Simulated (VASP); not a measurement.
Energy against volume of ZrB2 (AlB2 type). Computed with SCAN meta-GGA, VASP's PBE PAW potentials (set 64) (plane waves; VASP). Run with 520 eV cut-off, 11×11×9 Γ-centred mesh, first-order Methfessel-Paxton smearing of 0.10 eV, potentials Zr_sv B.

Shape and ions are relaxed at each volume.

```csv
V (Å³/atom),E (eV/atom)
9.931,-16.24803
10.238,-16.25524
10.546,-16.24837
10.853,-16.22935
```

Question: Fit these four points and predict the energy of the run at 9.624 Å³/atom.

Answer: A cubic in V^(−2/3), the third-order Birch-Murnaghan form, passes through the four points with V0 = 10.23 Å³/atom and B0 = 244 GPa, and gives -16.2246 eV/atom there. The run gave -16.2245 eV/atom, +0.1 meV/atom from the fit; all five points give B0 = 245 GPa.

The compound is ZrB2 in the AlB2 type structure. It was relaxed first.
